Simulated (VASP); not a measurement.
AgF (relaxed from the wurtzite structure, space group P6_3mc): computed properties

Level of theory: PBEsol GGA, VASP's PBE PAW potentials (set 64) (plane waves; VASP 6.6.1).

```yaml
space_group: P6_3mc (186)
cell: a = 3.753 Å, b = 3.753 Å, c = 6.143 Å, α = 90.00°, β = 90.00°, γ = 120.00°
volume_per_atom: 18.74 Å^3/atom
band gap (over mesh and band path): none (metal, semimetal or under 0.01 eV)
density: 5.62 g/cm³
```

```xyz
4
Lattice="3.7532 0.0000 0.0000 -1.8766 3.2504 0.0000 0.0000 0.0000 6.1433" Properties=species:S:1:pos:R:3 pbc="T T T"
Ag     0.0000     2.1669     0.0035
Ag     1.8766     1.0835     3.0752
F      0.0000     2.1669     2.3002
F      1.8766     1.0835     5.3719
```

The structure was generated: AgF was put into the wurtzite type (P6_3mc), which need not be its known phase. It was relaxed first, which changed the volume by +48 %. Symmetry was kept, so distortions that lower it aren't found.
